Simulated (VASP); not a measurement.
Output of a VASP run:

OSZICAR:
```
       N       E                     dE             d eps       ncg     rms          rms(c)
DAV:   1     0.462114702513E+03    0.46211E+03   -0.25487E+04  1688   0.136E+03
DAV:   2    -0.195131900218E+02   -0.48163E+03   -0.47155E+03  1804   0.392E+02
DAV:   3    -0.493767933319E+02   -0.29864E+02   -0.29681E+02  1924   0.918E+01
DAV:   4    -0.501494185682E+02   -0.77263E+00   -0.77045E+00  1811   0.155E+01
DAV:   5    -0.501758570495E+02   -0.26438E-01   -0.26430E-01  1913   0.282E+00    0.368E+01
DAV:   6    -0.477170983939E+02    0.24588E+01   -0.15267E+01  1723   0.222E+01    0.164E+01
DAV:   7    -0.474677523554E+02    0.24935E+00   -0.37255E+00  1768   0.902E+00    0.635E+00
DAV:   8    -0.473564477309E+02    0.11130E+00   -0.55216E-01  2019   0.440E+00    0.179E+00
DAV:   9    -0.473582504496E+02   -0.18027E-02   -0.56714E-02  2013   0.120E+00    0.911E-01
DAV:  10    -0.473569386190E+02    0.13118E-02   -0.28110E-02  1955   0.103E+00    0.316E-01
DAV:  11    -0.473565835498E+02    0.35507E-03   -0.46499E-03  1809   0.415E-01    0.159E-01
DAV:  12    -0.473565801063E+02    0.34435E-05   -0.21159E-04  1828   0.867E-02    0.697E-02
DAV:  13    -0.473566114693E+02   -0.31363E-04   -0.10031E-04  1939   0.547E-02    0.306E-02
DAV:  14    -0.473566165290E+02   -0.50596E-05   -0.12366E-05  2171   0.172E-02    0.126E-02
DAV:  15    -0.473566170010E+02   -0.47207E-06   -0.17239E-06  1815   0.796E-03    0.538E-03
DAV:  16    -0.473566173017E+02   -0.30071E-06   -0.80059E-07  1826   0.441E-03    0.106E-03
DAV:  17    -0.473566173500E+02   -0.48204E-07   -0.51135E-08  1192   0.160E-03
   1 F= -.47356617E+02 E0= -.47356617E+02  d E =0.000000E+00
```

**OUTCAR**
```
------------------------ aborting loop because EDIFF is reached ----------------------------------------
  FORCE on cell =-STRESS in cart. coord.  units (eV):
  Direction    XX          YY          ZZ          XY          YZ          ZX
  --------------------------------------------------------------------------------------
  Total       -0.0947545     -0.0947545      0.0573783      0.0000000     -0.0000000     -0.0000000
  in kB       -1.2435710     -1.2435710      0.7530397      0.0000000     -0.0000000     -0.0000000
  external PRESSURE =      -0.5780341 kB  Pullay stress =       0.0000000 kB
  volume of cell :      122.08
      direct lattice vectors                 reciprocal lattice vectors
     1.594548250 -2.761838562  0.000000000     0.313568435 -0.181038822  0.000000000
     1.594548250  2.761838562  0.000000000     0.313568435  0.181038822  0.000000000
     0.000000000  0.000000000 13.860345976     0.000000000  0.000000000  0.072148271
 POSITION                                       TOTAL-FORCE (eV/Angst)
 -----------------------------------------------------------------------------------
      1.59455      0.92061      3.46509        -0.000000     -0.000000      0.000000
      1.59455     -0.92061     10.39526         0.000000     -0.000000      0.000000
      1.59455      0.92061     11.96631        -0.000000      0.000000     -0.013895
      1.59455     -0.92061      5.03613         0.000000      0.000000     -0.013895
      1.59455     -0.92061      1.89404        -0.000000     -0.000000      0.013895
      1.59455      0.92061      8.82421        -0.000000      0.000000      0.013895
 -----------------------------------------------------------------------------------
    total drift:                                0.000000      0.001205     -0.000033
  FREE ENERGIE OF THE ION-ELECTRON SYSTEM (eV)
  ---------------------------------------------------
  free  energy   TOTEN  =       -47.3566173500 eV

  energy  without entropy=      -47.3566173500  energy(sigma->0) =      -47.35661735

 total charge

# of ion       s       p       d       tot
------------------------------------------
    1        2.317   6.319   3.355  11.991
    2        2.317   6.319   3.355  11.991
    3        1.358   2.358   0.000   3.716
    4        1.358   2.358   0.000   3.716
    5        1.358   2.358   0.000   3.716
    6        1.358   2.358   0.000   3.716
--------------------------------------------------
tot         10.068  22.069   6.710  38.847

 Electric field gradients after diagonalization (V/A^2)
 (convention: |V_zz| > |V_xx| > |V_yy|)
----------------------------------------------------------------------
 ion       V_xx      V_yy      V_zz     asymmetry (V_yy - V_xx)/ V_zz
----------------------------------------------------------------------
   1      76.507    76.507  -153.014       0.000
   2      76.507    76.507  -153.014       0.000
   3      23.413    23.411   -46.824       0.000
   4      23.413    23.411   -46.824       0.000
   5      23.413    23.411   -46.824       0.000
   6      23.413    23.411   -46.824       0.000
```
(Selected blocks of OUTCAR.)

### POSCAR
```
WS2
1
    1.5945482505    -2.7618385623     0.0000000000
    1.5945482505     2.7618385623     0.0000000000
    0.0000000000     0.0000000000    13.8603459760
W S
2 4
Direct
  0.3333330000   0.6666670000   0.2500000000
  0.6666670000   0.3333330000   0.7500000000
  0.3333330000   0.6666670000   0.8633483013
  0.6666670000   0.3333330000   0.3633483013
  0.6666670000   0.3333330000   0.1366516987
  0.3333330000   0.6666670000   0.6366516987
```

Reconstruct the remaining input files.

One answer among several that fit: the input of the run itself, PBE GGA, plane waves, VASP's PBE PAW potentials (set 64).

### INCAR
```
SYSTEM = WS2
PREC = Accurate; ENCUT = 400; LREAL = .FALSE.
LASPH = .TRUE.
EDIFF = 1E-7; NELM = 100; ALGO = Normal
LMAXMIX = 6
ISMEAR = -5
GGA = PE
ISIF = 2
LWAVE = .FALSE.; LCHARG = .TRUE.; LORBIT = 11
NEDOS = 601
LEFG = .TRUE.
```

File KPOINTS:
```
Automatic mesh
0
Gamma
9 9 2
0 0 0
```

POTCAR, in this order: W_sv S (PBE.64 set). Program: vasp_std.

Without a dispersion term in the relaxation, distances and binding between the weakly bound layers, chains or molecules are unreliable, and so is what depends on them.

The compound is WS2 in the 2H layered structure. It was relaxed first, which changed the volume by +15 %.
